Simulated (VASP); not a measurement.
# Gap of PbO (Litharge), level by level

Aim: the band gap of PbO (Litharge) at many levels of theory on one cell, with the cost of each. The levels: LDA, PBEsol, PBE, r2SCAN, TB-mBJ, AM05, SCAN, HSE06, B3LYP, HSEsol, PBE-EpsX, r2SCAN-EpsX, PBE + SOC, HSE06 + SOC and TB-mBJ + SOC. LASPH is on for some levels and off for others; the table marks which. The start is a cell from a database of measured crystal structures.

Program: VASP 6.6.1. Level of theory: LDA; plane waves and PAW (Pb_d, O), in the first sound run; inputs show where later runs differ. Results are calculated unless marked as measured.

Report form: the programs' logs are mostly left out.

The database entry behind the starting cell differs from later determinations by our own check (an axis about 0.4 % long against later determinations), so it need not match the best structure at ambient conditions.

## (1) Starting point

Symmetry: P4/nmm, No. 129, tetragonal system. The conventional cell has a = 3.990 Å, b = 3.990 Å, c = 5.010 Å, α = 90.00°, β = 90.00°, γ = 90.00°. Nearest to Pb lie 4 O at 2.33 Å. Nearest to O lie 4 Pb at 2.33 Å. Farther neighbours and most contacts between anions are not listed.

Coordinates:

```cif
data_structure
_symmetry_space_group_name_H-M 'P 1'
_symmetry_Int_Tables_number 1
_cell_length_a 3.9900
_cell_length_b 3.9900
_cell_length_c 5.0100
_cell_angle_alpha 90.000
_cell_angle_beta 90.000
_cell_angle_gamma 90.000
_cell_volume 79.76
loop_
_atom_site_label
_atom_site_type_symbol
_atom_site_fract_x
_atom_site_fract_y
_atom_site_fract_z
_atom_site_occupancy
Pb1 Pb 0.00000 0.50000 0.24000 1
Pb2 Pb 0.50000 0.00000 0.76000 1
O3 O 0.00000 0.00000 0.00000 1
O4 O 0.50000 0.50000 0.00000 1
```

## (2) Bands with LDA, k 4×4×3

The mesh alone shows little of the dispersion and can miss band extrema, so KPOINTS_OPT adds a path through the symmetry points after the self-consistent cycle. LDA, the lowest rung, knows the local density alone.

Contents of INCAR:

```
SYSTEM = PbO
PREC = Accurate
ENCUT = 520
EDIFF = 1E-06
NELM = 100
ISMEAR = 0
SIGMA = 0.02
LREAL = .FALSE.
ALGO = Normal
GGA = CA
NBANDS = 34
LORBIT = 11
LWAVE = .FALSE.
LCHARG = .FALSE.
KPAR = 4
NCORE = 2
```

Contents of POSCAR:

```
PbO
1.0
    3.9900000000      0.0000000000      0.0000000000
    0.0000000000      3.9900000000      0.0000000000
    0.0000000000      0.0000000000      5.0100000000
Pb O
2 2
Direct
    0.0000000000      0.5000000000      0.2400000000
    0.5000000000      0.0000000000      0.7600000000
    0.0000000000      0.0000000000      0.0000000000
    0.5000000000      0.5000000000      0.0000000000
```

Contents of KPOINTS:

```
Automatic mesh
0
Gamma
4 4 3
0 0 0
```

Contents of KPOINTS_OPT:

```
Line mode
16
Line-mode
Reciprocal
  0.00000000   0.00000000   0.00000000 GAMMA
  0.00000000   0.50000000   0.00000000 X

  0.00000000   0.50000000   0.00000000 X
  0.50000000   0.50000000   0.00000000 M

  0.50000000   0.50000000   0.00000000 M
  0.00000000   0.00000000   0.00000000 GAMMA

  0.00000000   0.00000000   0.00000000 GAMMA
  0.00000000   0.00000000   0.50000000 Z

  0.00000000   0.00000000   0.50000000 Z
  0.00000000   0.50000000   0.50000000 R

  0.00000000   0.50000000   0.50000000 R
  0.50000000   0.50000000   0.50000000 A

  0.50000000   0.50000000   0.50000000 A
  0.00000000   0.00000000   0.50000000 Z

  0.00000000   0.50000000   0.00000000 X
  0.00000000   0.50000000   0.50000000 R

  0.50000000   0.50000000   0.00000000 M
  0.50000000   0.50000000   0.50000000 A
```

PAW data sets: Pb_d and O (PBE family, release 64).

The run is started by

```console
> mpirun -np 8 vasp_std
```

Elapsed: 36 s, on 8 MPI ranks of AMD EPYC 7R43, shared host; peak memory 1.2 GiB.

Spin-orbit coupling is off here; it can split and shift levels that hold much weight on Pb by tenths of an eV or more. The PAW data sets were made with PBE, though LDA sets exist; this is a small mismatch. At this level the cell is under a tension of 3.3 GPa, so at these settings it is away from equilibrium.

Numbers from this step:

```
SCF cycles                             : 14
electrons                              : 40
bands                                  : 34
irreducible k-points                   : 12
symmetry operations                    : 16
free energy (TOTEN)                    : -24.48 eV
Fermi energy                           : 4.771 eV
pressure                               : -3.312 GPa
metallic, judged on the points sampled : no
least gap on mesh and path             : 1.093 eV
least direct gap on mesh and path      : 2.054 eV
valence top at k                       : 0.06667, 0.06667, 0
conduction bottom at k                 : 0.5, 0.5, 0
least direct gap at k                  : 0.5, 0.5, 0
```

The electronic bands at the labelled points (eV, zero at the valence-band top; v1 is the highest filled band, c1 the lowest empty one):

```
          point     v4     v3     v2     v1    c1    c2    c3    c4
              Γ  -1.65  -1.58  -1.58  -0.01  2.34  5.44  5.50  5.50
0.53 of the way  -2.50  -2.04  -1.93  -0.27  3.40  3.55  5.42  5.86
              X  -2.94  -2.94  -1.65  -1.65  3.31  3.31  6.52  6.52
0.47 of the way  -2.22  -2.22  -1.41  -1.41  2.56  2.56  5.37  5.37
              M  -1.66  -1.66  -0.96  -0.96  1.09  1.09  5.15  5.15
0.47 of the way  -2.77  -2.74  -1.17  -0.58  2.81  3.19  4.69  5.17
              Γ  -1.65  -1.58  -1.58  -0.01  2.34  5.44  5.50  5.50
0.47 of the way  -1.67  -1.59  -1.59  -0.30  2.00  4.49  4.49  4.98
              Z  -1.69  -1.61  -1.61  -0.93  1.88  3.85  3.85  4.17
0.53 of the way  -2.36  -2.06  -1.09  -0.91  2.21  3.12  4.56  6.59
              R  -2.90  -2.90  -0.97  -0.97  3.02  3.02  6.17  6.17
0.47 of the way  -1.76  -1.76  -1.41  -1.41  3.34  3.34  4.60  4.60
              A  -2.27  -2.27  -0.96  -0.96  3.37  3.37  4.68  4.68
0.53 of the way  -2.87  -1.52  -1.21  -1.00  2.32  3.63  3.64  6.50
              Z  -1.69  -1.61  -1.61  -0.93  1.88  3.85  3.85  4.17
      jump to X  -2.94  -2.94  -1.65  -1.65  3.31  3.31  6.52  6.52
0.47 of the way  -2.92  -2.92  -1.30  -1.30  3.18  3.18  6.37  6.37
              R  -2.90  -2.90  -0.97  -0.97  3.02  3.02  6.17  6.17
      jump to M  -1.66  -1.66  -0.96  -0.96  1.09  1.09  5.15  5.15
0.47 of the way  -1.95  -1.95  -0.96  -0.96  1.84  1.84  5.42  5.42
              A  -2.27  -2.27  -0.96  -0.96  3.37  3.37  4.68  4.68
```

Of the projections kept (Pb, O), the largest for each band there, as a share of the weight inside these atoms' spheres; weight between the spheres isn't counted:

```
point       v4       v3      v2      v1       c1       c2       c3       c4
    Γ   O 0.93   O 0.91  O 0.91  O 0.62  Pb 0.82  Pb 0.95  Pb 0.65  Pb 0.65
    X   O 0.81   O 0.81  O 0.62  O 0.62  Pb 0.57  Pb 0.57  Pb 0.57  Pb 0.57
    M  Pb 0.56  Pb 0.56  O 0.97  O 0.97  Pb 0.83  Pb 0.83  Pb 0.86  Pb 0.86
    Γ   O 0.93   O 0.91  O 0.91  O 0.62  Pb 0.82  Pb 0.95  Pb 0.65  Pb 0.65
    Z   O 0.93   O 0.90  O 0.90  O 0.78  Pb 0.90  Pb 0.91  Pb 0.91  Pb 0.87
    R   O 0.82   O 0.82  O 0.70  O 0.70   O 0.59   O 0.59  Pb 0.84  Pb 0.84
```

Force by atom:

```
atom  x (eV/Å)  y (eV/Å)  z (eV/Å)   size
 Pb1     0.000     0.000    -0.518  0.518
 Pb2     0.000     0.000     0.518  0.518
  O3     0.000     0.000     0.000  0.000
  O4     0.000     0.000     0.000  0.000
```

The gap is 1.09 eV, indirect.

## (3) Bands with PBEsol, k 4×4×3

This step: PBEsol; plane waves and PAW (Pb_d, O) (VASP 6.6.1).

PBEsol restores the gradient expansion of exchange and is tuned for the cells of solids.

INCAR: that of step 2 with these lines changed.

```diff
@@ -9,3 +9,3 @@
 ALGO = Normal
-GGA = CA
+GGA = PS
 NBANDS = 34
```

POSCAR is that of step 2.

KPOINTS is that of step 2.

KPOINTS_OPT is that of step 2.

The run is started by

```console
> mpirun -np 8 vasp_std
```

Elapsed: 36 s, on 8 MPI ranks; peak memory 1.2 GiB.

The PAW data sets were made with PBE, which is usual practice but a small mismatch for other functionals.

Numbers from this step:

```yaml
free_energy_toten: -22.86 eV
fermi_energy: 5.026 eV
pressure: -0.8132 GPa
least_gap_on_mesh_and_path: 1.091 eV
least_direct_gap_on_mesh_and_path: 2.044 eV
```

The electronic bands at the labelled points (eV, zero at the valence-band top; v1 is the highest filled band, c1 the lowest empty one):

```
          point     v4     v3     v2     v1    c1    c2    c3    c4
              Γ  -1.65  -1.57  -1.57  -0.01  2.34  5.50  5.52  5.52
0.53 of the way  -2.49  -2.03  -1.92  -0.28  3.42  3.56  5.46  5.89
              X  -2.93  -2.93  -1.65  -1.65  3.33  3.33  6.57  6.57
0.47 of the way  -2.22  -2.22  -1.41  -1.41  2.57  2.57  5.38  5.38
              M  -1.66  -1.66  -0.95  -0.95  1.09  1.09  5.16  5.16
0.47 of the way  -2.76  -2.73  -1.16  -0.58  2.82  3.21  4.71  5.18
              Γ  -1.65  -1.57  -1.57  -0.01  2.34  5.50  5.52  5.52
0.47 of the way  -1.67  -1.58  -1.58  -0.30  2.02  4.53  4.53  5.01
              Z  -1.69  -1.60  -1.60  -0.93  1.93  3.89  3.89  4.17
0.53 of the way  -2.35  -2.05  -1.09  -0.91  2.22  3.15  4.60  6.62
              R  -2.89  -2.89  -0.97  -0.97  3.03  3.03  6.21  6.21
0.47 of the way  -1.75  -1.75  -1.41  -1.41  3.35  3.35  4.62  4.62
              A  -2.27  -2.27  -0.96  -0.96  3.38  3.38  4.70  4.70
0.53 of the way  -2.87  -1.52  -1.20  -1.00  2.33  3.65  3.66  6.53
              Z  -1.69  -1.60  -1.60  -0.93  1.93  3.89  3.89  4.17
      jump to X  -2.93  -2.93  -1.65  -1.65  3.33  3.33  6.57  6.57
0.47 of the way  -2.91  -2.91  -1.30  -1.30  3.19  3.19  6.41  6.41
              R  -2.89  -2.89  -0.97  -0.97  3.03  3.03  6.21  6.21
      jump to M  -1.66  -1.66  -0.95  -0.95  1.09  1.09  5.16  5.16
0.47 of the way  -1.95  -1.95  -0.95  -0.95  1.84  1.84  5.44  5.44
              A  -2.27  -2.27  -0.96  -0.96  3.38  3.38  4.70  4.70
```

Of the projections kept (Pb, O), the largest for each band there, as a share of the weight inside these atoms' spheres; weight between the spheres isn't counted:

```
point       v4       v3      v2      v1       c1       c2       c3       c4
    Γ   O 0.93   O 0.91  O 0.91  O 0.62  Pb 0.82  Pb 0.95  Pb 0.65  Pb 0.65
    X   O 0.81   O 0.81  O 0.62  O 0.62  Pb 0.57  Pb 0.57  Pb 0.57  Pb 0.57
    M  Pb 0.56  Pb 0.56  O 0.97  O 0.97  Pb 0.84  Pb 0.84  Pb 0.86  Pb 0.86
    Γ   O 0.93   O 0.91  O 0.91  O 0.62  Pb 0.82  Pb 0.95  Pb 0.65  Pb 0.65
    Z   O 0.93   O 0.90  O 0.90  O 0.78  Pb 0.90  Pb 0.91  Pb 0.91  Pb 0.87
    R   O 0.82   O 0.82  O 0.70  O 0.70   O 0.59   O 0.59  Pb 0.84  Pb 0.84
```

Force by atom:

```
atom  x (eV/Å)  y (eV/Å)  z (eV/Å)   size
 Pb1     0.000     0.000    -0.290  0.290
 Pb2     0.000     0.000     0.290  0.290
  O3     0.000     0.000     0.000  0.000
  O4     0.000     0.000     0.000  0.000
```

The gap is 1.09 eV, indirect. That is the gap of LDA again; the cost is about the same.

## (4) Bands with PBE, k 4×4×3

This step: PBE; plane waves and PAW (Pb_d, O) (VASP 6.6.1).

PBE, the usual starting point, adds the gradient of the density.

INCAR: that of step 3 with these lines changed.

```diff
@@ -9,3 +9,3 @@
 ALGO = Normal
-GGA = PS
+GGA = PE
 NBANDS = 34
```

POSCAR is that of step 3.

KPOINTS is that of step 3.

KPOINTS_OPT is that of step 3.

The run is started by

```console
> mpirun -np 8 vasp_std
```

It took 38 s on 8 MPI ranks; peak memory 1.3 GiB; 5 min of CPU time.

At this level the cell is under a pressure of 3.1 GPa, so at these settings it is away from equilibrium.

Electronic bands along the path, in eV, zero at the valence-band top; v1 is the highest filled band, c1 the lowest empty one:

```
          point     v4     v3     v2     v1    c1    c2    c3    c4
              Γ  -1.65  -1.56  -1.56  -0.01  2.41  5.54  5.54  5.60
0.53 of the way  -2.47  -2.02  -1.91  -0.29  3.47  3.62  5.53  5.91
              X  -2.90  -2.90  -1.64  -1.64  3.38  3.38  6.61  6.61
0.47 of the way  -2.20  -2.20  -1.41  -1.41  2.62  2.62  5.43  5.43
              M  -1.66  -1.66  -0.96  -0.96  1.15  1.15  5.25  5.25
0.47 of the way  -2.74  -2.71  -1.16  -0.60  2.86  3.28  4.76  5.23
              Γ  -1.65  -1.56  -1.56  -0.01  2.41  5.54  5.54  5.60
0.47 of the way  -1.67  -1.58  -1.58  -0.31  2.12  4.57  4.57  5.07
              Z  -1.69  -1.59  -1.59  -0.94  2.03  3.94  3.94  4.23
0.53 of the way  -2.34  -2.04  -1.09  -0.92  2.28  3.22  4.64  6.66
              R  -2.87  -2.87  -0.98  -0.98  3.08  3.08  6.24  6.24
0.47 of the way  -1.75  -1.75  -1.41  -1.41  3.39  3.39  4.67  4.67
              A  -2.26  -2.26  -0.96  -0.96  3.41  3.41  4.76  4.76
0.53 of the way  -2.84  -1.52  -1.20  -1.01  2.41  3.68  3.73  6.58
              Z  -1.69  -1.59  -1.59  -0.94  2.03  3.94  3.94  4.23
      jump to X  -2.90  -2.90  -1.64  -1.64  3.38  3.38  6.61  6.61
0.47 of the way  -2.89  -2.89  -1.30  -1.30  3.24  3.24  6.44  6.44
              R  -2.87  -2.87  -0.98  -0.98  3.08  3.08  6.24  6.24
      jump to M  -1.66  -1.66  -0.96  -0.96  1.15  1.15  5.25  5.25
0.47 of the way  -1.94  -1.94  -0.96  -0.96  1.89  1.89  5.52  5.52
              A  -2.26  -2.26  -0.96  -0.96  3.41  3.41  4.76  4.76
```

Of the projections kept (Pb, O), the largest for each band there, as a share of the weight inside these atoms' spheres; weight between the spheres isn't counted:

```
point       v4       v3      v2      v1       c1       c2       c3       c4
    Γ   O 0.93   O 0.91  O 0.91  O 0.62  Pb 0.82  Pb 0.66  Pb 0.66  Pb 0.97
    X   O 0.82   O 0.82  O 0.62  O 0.62  Pb 0.58  Pb 0.58  Pb 0.78  Pb 0.78
    M  Pb 0.56  Pb 0.56  O 0.97  O 0.97  Pb 0.84  Pb 0.84  Pb 0.86  Pb 0.86
    Γ   O 0.93   O 0.91  O 0.91  O 0.62  Pb 0.82  Pb 0.66  Pb 0.66  Pb 0.97
    Z   O 0.93   O 0.90  O 0.90  O 0.78  Pb 0.91  Pb 0.92  Pb 0.92  Pb 0.87
    R   O 0.82   O 0.82  O 0.70  O 0.70   O 0.58   O 0.58  Pb 0.84  Pb 0.84
```

The gap is 1.15 eV, indirect. Against LDA that is +0.06 eV; the cost is about the same.

## (5) Bands with r2SCAN, k 4×4×3

This step: r2SCAN; plane waves and PAW (Pb_d, O) (VASP 6.6.1).

r2SCAN adds the kinetic-energy density, costs more than a GGA and is run with LASPH.

INCAR: that of step 4 with these lines changed.

```diff
@@ -9,3 +9,4 @@
 ALGO = Normal
-GGA = PE
+METAGGA = R2SCAN
+LASPH = .TRUE.
 NBANDS = 34
```

POSCAR is that of step 4.

KPOINTS is that of step 4.

KPOINTS_OPT is that of step 4.

The run is started by

```console
> mpirun -np 8 vasp_std
```

Run time: 2.1 min. Hardware: 8 MPI ranks; peak memory 1.3 GiB.

Electronic bands along the path, in eV, zero at the valence-band top; v1 is the highest filled band, c1 the lowest empty one:

```
          point     v4     v3     v2     v1    c1    c2    c3    c4
              Γ  -1.77  -1.68  -1.68   0.00  2.83  5.94  5.94  5.97
0.53 of the way  -2.57  -2.14  -2.02  -0.32  3.83  4.03  5.94  6.32
              X  -3.03  -3.03  -1.71  -1.71  3.74  3.74  7.06  7.06
0.47 of the way  -2.28  -2.28  -1.51  -1.51  2.93  2.93  5.85  5.85
              M  -1.76  -1.76  -1.06  -1.06  1.46  1.46  5.64  5.64
0.47 of the way  -2.85  -2.84  -1.27  -0.65  3.19  3.63  5.15  5.67
              Γ  -1.77  -1.68  -1.68   0.00  2.83  5.94  5.94  5.97
0.47 of the way  -1.79  -1.69  -1.69  -0.32  2.49  4.95  4.95  5.39
              Z  -1.81  -1.71  -1.71  -1.00  2.39  4.29  4.29  4.48
0.53 of the way  -2.43  -2.16  -1.18  -0.99  2.55  3.59  5.02  7.07
              R  -3.00  -3.00  -1.05  -1.05  3.40  3.40  6.67  6.67
0.47 of the way  -1.85  -1.85  -1.49  -1.49  3.74  3.74  5.05  5.05
              A  -2.36  -2.36  -1.06  -1.06  3.74  3.74  5.21  5.21
0.53 of the way  -2.97  -1.60  -1.31  -1.09  2.71  4.03  4.11  7.01
              Z  -1.81  -1.71  -1.71  -1.00  2.39  4.29  4.29  4.48
      jump to X  -3.03  -3.03  -1.71  -1.71  3.74  3.74  7.06  7.06
0.47 of the way  -3.02  -3.02  -1.38  -1.38  3.58  3.58  6.88  6.88
              R  -3.00  -3.00  -1.05  -1.05  3.40  3.40  6.67  6.67
      jump to M  -1.76  -1.76  -1.06  -1.06  1.46  1.46  5.64  5.64
0.47 of the way  -2.04  -2.04  -1.06  -1.06  2.21  2.21  5.92  5.92
              A  -2.36  -2.36  -1.06  -1.06  3.74  3.74  5.21  5.21
```

Of the projections kept (Pb, O), the largest for each band there, as a share of the weight inside these atoms' spheres; weight between the spheres isn't counted:

```
point       v4       v3      v2      v1       c1       c2       c3       c4
    Γ   O 0.93   O 0.91  O 0.91  O 0.60  Pb 0.83  Pb 0.68  Pb 0.68  Pb 0.97
    X   O 0.82   O 0.82  O 0.62  O 0.62  Pb 0.60  Pb 0.60  Pb 0.79  Pb 0.79
    M  Pb 0.56  Pb 0.56  O 0.97  O 0.97  Pb 0.85  Pb 0.85  Pb 0.87  Pb 0.87
    Γ   O 0.93   O 0.91  O 0.91  O 0.60  Pb 0.83  Pb 0.68  Pb 0.68  Pb 0.97
    Z   O 0.93   O 0.90  O 0.90  O 0.78  Pb 0.92  Pb 0.92  Pb 0.92  Pb 0.87
    R   O 0.83   O 0.83  O 0.70  O 0.70   O 0.56   O 0.56  Pb 0.85  Pb 0.85
```

The gap is 1.46 eV, indirect. Against LDA that is +0.36 eV; this run took 3.4 times the core time.

## (6) Bands with TB-mBJ, k 4×4×3

This step: TB-mBJ; plane waves and PAW (Pb_d, O) (VASP 6.6.1).

TB-mBJ is a local potential fitted to gaps: it costs far less than a hybrid but gives no energy.

INCAR: that of step 5 with these lines changed.

```diff
@@ -4,3 +4,3 @@
 EDIFF = 1E-06
-NELM = 100
+NELM = 150
 ISMEAR = 0
@@ -9,3 +9,3 @@
 ALGO = Normal
-METAGGA = R2SCAN
+METAGGA = MBJ
 LASPH = .TRUE.
```

POSCAR is that of step 5.

KPOINTS is that of step 5.

KPOINTS_OPT is that of step 5.

The run is started by

```console
> mpirun -np 8 vasp_std
```

Elapsed: 2.9 min, on 8 MPI ranks; peak memory 1.3 GiB.

The electronic loop ended without reaching EDIFF, so its numbers are not used.

## (7) Bands with AM05, k 4×4×3

This step: AM05; plane waves and PAW (Pb_d, O) (VASP 6.6.1).

AM05 is built from the electron gas and the surface model, and does well on lattice constants.

INCAR: that of step 6 with these lines changed.

```diff
@@ -4,3 +4,3 @@
 EDIFF = 1E-06
-NELM = 150
+NELM = 100
 ISMEAR = 0
@@ -9,4 +9,3 @@
 ALGO = Normal
-METAGGA = MBJ
-LASPH = .TRUE.
+GGA = AM
 NBANDS = 34
```

POSCAR is that of step 6.

KPOINTS is that of step 6.

KPOINTS_OPT is that of step 6.

The run is started by

```console
> mpirun -np 8 vasp_std
```

Wall time 40 s (8 MPI ranks); peak memory 1.2 GiB.

The electronic bands at the labelled points (eV, zero at the valence-band top; v1 is the highest filled band, c1 the lowest empty one):

```
          point     v4     v3     v2     v1    c1    c2    c3    c4
              Γ  -1.64  -1.56  -1.56  -0.01  2.39  5.56  5.56  5.56
0.53 of the way  -2.47  -2.02  -1.91  -0.28  3.46  3.60  5.52  5.92
              X  -2.92  -2.92  -1.64  -1.64  3.37  3.37  6.61  6.61
0.47 of the way  -2.20  -2.20  -1.40  -1.40  2.62  2.62  5.43  5.43
              M  -1.67  -1.67  -0.94  -0.94  1.16  1.16  5.26  5.26
0.47 of the way  -2.75  -2.72  -1.15  -0.59  2.88  3.26  4.76  5.22
              Γ  -1.64  -1.56  -1.56  -0.01  2.39  5.56  5.56  5.56
0.47 of the way  -1.66  -1.57  -1.57  -0.30  2.08  4.57  4.57  5.06
              Z  -1.68  -1.59  -1.59  -0.92  1.99  3.93  3.93  4.24
0.53 of the way  -2.33  -2.04  -1.09  -0.90  2.30  3.20  4.64  6.65
              R  -2.88  -2.88  -0.97  -0.97  3.09  3.09  6.23  6.23
0.47 of the way  -1.74  -1.74  -1.40  -1.40  3.41  3.41  4.68  4.68
              A  -2.25  -2.25  -0.95  -0.95  3.43  3.43  4.75  4.75
0.53 of the way  -2.85  -1.52  -1.19  -1.00  2.42  3.70  3.71  6.57
              Z  -1.68  -1.59  -1.59  -0.92  1.99  3.93  3.93  4.24
      jump to X  -2.92  -2.92  -1.64  -1.64  3.37  3.37  6.61  6.61
0.47 of the way  -2.90  -2.90  -1.29  -1.29  3.24  3.24  6.43  6.43
              R  -2.88  -2.88  -0.97  -0.97  3.09  3.09  6.23  6.23
      jump to M  -1.67  -1.67  -0.94  -0.94  1.16  1.16  5.26  5.26
0.47 of the way  -1.94  -1.94  -0.94  -0.94  1.90  1.90  5.52  5.52
              A  -2.25  -2.25  -0.95  -0.95  3.43  3.43  4.75  4.75
```

Of the projections kept (Pb, O), the largest for each band there, as a share of the weight inside these atoms' spheres; weight between the spheres isn't counted:

```
point       v4       v3      v2      v1       c1       c2       c3       c4
    Γ   O 0.93   O 0.91  O 0.91  O 0.62  Pb 0.82  Pb 0.97  Pb 0.66  Pb 0.66
    X   O 0.81   O 0.81  O 0.62  O 0.62  Pb 0.57  Pb 0.57  Pb 0.78  Pb 0.78
    M  Pb 0.56  Pb 0.56  O 0.97  O 0.97  Pb 0.84  Pb 0.84  Pb 0.85  Pb 0.85
    Γ   O 0.93   O 0.91  O 0.91  O 0.62  Pb 0.82  Pb 0.97  Pb 0.66  Pb 0.66
    Z   O 0.93   O 0.90  O 0.90  O 0.78  Pb 0.90  Pb 0.91  Pb 0.91  Pb 0.87
    R   O 0.82   O 0.82  O 0.70  O 0.70   O 0.58   O 0.58  Pb 0.84  Pb 0.84
```

The gap is 1.16 eV, indirect. Against LDA that is +0.07 eV; the cost is about the same.

(Part 1 of 3 ends here.)

[Lines on the potential files, build, host, timing and source positions are cut from VASP's logs without a mark.]

[Logs are printed without paths, hosts, clocks, repeated set-up lines and the standing remarks that a program may print on its own settings, such as how far it seeks lower states.]

[Hosts, paths, dates, database ids (printed as entryN), source tags and the programs' standing remarks are cut or masked in the printed files.]

[A measured line is paired with the nearest computed mode of its activity, which favours agreement.]

[In band tables of VASP the shares of atoms and orbitals are scaled to a sum of 1 inside the atoms' spheres.]
